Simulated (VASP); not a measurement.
An input for Ansatz (written as the equivalent of a VASP run, and not itself run):

Ansatz 0.2 input:
```yaml
crystal:
  lattice:
    - [0.0000000, 2.2461015, 2.2461015]
    - [2.2461015, 0.0000000, 2.2461015]
    - [2.2461015, 2.2461015, 0.0000000]
  atoms:
    - { symbol: Nb, position: [0.0000000, 0.0000000, 0.0000000] }
    - { symbol: C, position: [0.5000000, 0.5000000, 0.5000000] }
kpoints:
  mp_grid: { grid: [14, 14, 14] }
hamiltonian:
  xc: pbesol
  pseudopotentials: { kind: paw }
scf:
  occupations: { method: methfessel_paxton, width: 0.1 }
  max_iter: 100
output: { forces: true, stress: true, eigenvalues: true }
```

Problem. Translate this input to VASP (INCAR, KPOINTS, POSCAR, choice of POTCAR).

Solution. One answer among several that fit: 
**KPOINTS**
```
kpoints
0
Gamma
 14 14 14
```

INCAR:
```
# general
SYSTEM =NbC
PREC   =Accurate
ENCUT  =520   # plane-wave cut-off (eV)
LREAL  =F   # projection in real space or not
LASPH  =T   # aspherical one-centre terms

# electronic loop
EDIFF  =1E-7
NELM   =100   # most electronic steps
ALGO   =Normal
LMAXMIX=4

# smearing
ISMEAR =1   # Methfessel-Paxton
SIGMA  =0.1   # width (eV)

# functional
GGA    =PS

# ions
ISIF   =2

# output
LWAVE  =F
LCHARG =F
```

### POSCAR
```
NbC
1
    0.0000000000     2.2461015246     2.2461015246
    2.2461015246     0.0000000000     2.2461015246
    2.2461015246     2.2461015246     0.0000000000
Nb C
1 1
Direct
  0.0000000000   0.0000000000   0.0000000000
  0.5000000000   0.5000000000   0.5000000000
```

POTCAR, in this order: Nb_sv C (PBE.64 set). Program: vasp_std.

The two are equivalent in intent, not identical: each code has its own PAW files, so the cut-off isn't converted (ENCUT is set for VASP's; basis.ecutwfc is left out, and Ansatz then takes the one that its files recommend); Ansatz stops its SCF on the density residual and VASP on the energy change (EDIFF).

The compound is NbC in the rock salt structure. This cell is one point of a volume scan, at 1.03 of the reference volume.
